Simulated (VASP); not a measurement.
Given:

```xyz
8
Lattice="4.2326 0.0000 0.0000 0.0000 4.2326 0.0000 0.0000 0.0000 12.0377" Properties=species:S:1:pos:R:3 pbc="T T T"
Pb     0.0000     0.0000     3.0682
Pb     0.0000     0.0000     8.9695
Pb     2.1163     2.1163    12.0377
Pb     2.1163     2.1163     6.0189
Se     2.1163     2.1163     3.0233
Se     2.1163     2.1163     9.0145
Se     0.0000     4.2326    12.0377
S      0.0000     4.2326     6.0189
```

All values below come from LDA (Ceperley-Alder, Perdew-Zunger), VASP's LDA PAW potentials (set 64) (plane waves; VASP). Settings: 400 eV cut-off, Gaussian smearing of 0.050 eV, potentials Pb_d Se S.

Unless said otherwise, spin-orbit coupling is left out, though it shifts the bands of the heavy elements here.

Task: Predict the band gap (along the path) with the smallest direct gap where there is one.

Result: 
```yaml
band gap (along the path): none (metal, semimetal or under 0.01 eV)
```

Total energies compare only between runs with the same potentials, cut-off and functional.

The structure comes from a computed database's Pb4Se3S entry (P4/mmm); how it stands against other phases isn't given here. It was relaxed first, which changed the volume by -7 %.
